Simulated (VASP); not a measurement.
Ag:

```
CELL_PARAMETERS angstrom
0.00000 2.04300 2.04300
2.04300 0.00000 2.04300
2.04300 2.04300 0.00000
ATOMIC_POSITIONS crystal
Ag 0.00000 0.00000 0.00000
```

Base run:

* Program: VASP 6.6.1
* Functional: PBE
* Potentials or basis: VASP PAW PBE potentials, release 64 (Ag)
* Cutoff: 520 eV
* k mesh: 20 × 20 × 20
* Occupations: fermi-dirac, width 0.05 eV
* Spin: no spin polarisation

Its results: band gap on the k mesh none (metal or under the smearing width); pressure 4.5 GPa.

Q: The run is repeated on the same cell with these changes: functional from PBE to PBEsol. What comes out?

A: Band gap on the k mesh none (metal or under the smearing width); pressure -2.8 GPa.

PBEsol binds more tightly than PBE, so the same cell stands under less pressure.

Caveats: the PAW data sets were made with another functional, which shifts forces and pressure a little (some runs).
